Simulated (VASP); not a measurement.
**Sr4Ti3NbO12: relaxation of cell and atoms with PBEsol**

The system is Sr4Ti3NbO12.

```
Sr Nb Ti O
1.0
    -3.92756    3.92756    3.92756
     3.92756   -3.92756    3.92756
     3.92756    3.92756   -3.92756
Sr Nb Ti O
4 1 3 12
Direct
  0.50000 0.50000 0.50000
  0.00000 0.00000 0.50000
  0.00000 0.50000 0.00000
  0.50000 0.00000 0.00000
  0.00000 0.00000 0.00000
  0.50000 0.50000 0.00000
  0.50000 0.00000 0.50000
  0.00000 0.50000 0.50000
  0.00000 0.25079 0.25079
  0.50000 0.75000 0.25000
  0.50000 0.25000 0.75000
  0.00000 0.74921 0.74921
  0.25079 0.00000 0.25079
  0.75000 0.50000 0.25000
  0.74921 0.00000 0.74921
  0.25000 0.50000 0.75000
  0.25079 0.25079 0.00000
  0.74921 0.74921 0.00000
  0.75000 0.25000 0.50000
  0.25000 0.75000 0.50000
```

The cell was built by a generator and needn't be a form met in nature.

```yaml
Program: VASP 6.6.1
Task: relaxation of cell and atoms
Functional: PBEsol
Potentials_or_basis: VASP PAW PBE potentials, release 64 (Sr_sv, Nb_sv, Ti_sv, O)
Cutoff: 600 eV
k_mesh: 6 × 6 × 6
Occupations: gaussian, width 0.03 eV
Spin: no spin polarisation
Further_INCAR_settings: ALGO = Normal; EDIFF = 1e-07; IBRION = 2; EDIFFG = -0.005; NSW = 90; ISIF = 3
```

The pressure after relaxing is 0.0 GPa and the band gap on the k mesh is none (metal or under the smearing width).

Final structure:
```
Sr Nb Ti O
1.0
    -3.92756    3.92756    3.92756
     3.92756   -3.92756    3.92756
     3.92756    3.92756   -3.92756
Sr Nb Ti O
4 1 3 12
Direct
  0.50000 0.50000 0.50000
  0.00000 0.00000 0.50000
  0.00000 0.50000 0.00000
  0.50000 0.00000 0.00000
  0.00000 0.00000 0.00000
  0.50000 0.50000 0.00000
  0.50000 0.00000 0.50000
  0.00000 0.50000 0.50000
  0.00000 0.25079 0.25079
  0.50000 0.75000 0.25000
  0.50000 0.25000 0.75000
  0.00000 0.74921 0.74921
  0.25079 0.00000 0.25079
  0.75000 0.50000 0.25000
  0.74921 0.00000 0.74921
  0.25000 0.50000 0.75000
  0.25079 0.25079 0.00000
  0.74921 0.74921 0.00000
  0.75000 0.25000 0.50000
  0.25000 0.75000 0.50000
```

Levels at points of the mesh, in eV from the Fermi level:
```
           k point  band 77  band 78  band 79  band 80  band 81  band 82  band 83  band 84
(0.00, 0.00, 0.00)    -2.76    -2.53    -2.53    -2.53    -0.37    -0.37    -0.37     1.72
(0.50, 0.00, 0.00)    -3.08    -3.07    -3.03    -2.84     0.72     0.80     0.89     0.95
(0.50, 0.50, 0.50)    -2.98    -2.43    -2.43    -2.43    -0.15    -0.15    -0.15     1.71
```

It took 2.6 min on 4 MPI ranks on Intel(R) Xeon(R) 6975P-C (Granite Rapids) (shared host), peak memory 0.65 GiB a rank.

Caveat: the relaxation stopped at its first step, so nothing moved; the PAW data sets were made with another functional, which shifts forces and pressure a little; an odd number of electrons without spin polarisation forces a metal; a magnetic or distorted state may lie lower; semilocal functionals often make such compounds metallic where correlation or magnetic order opens a gap, which also shifts bond lengths.
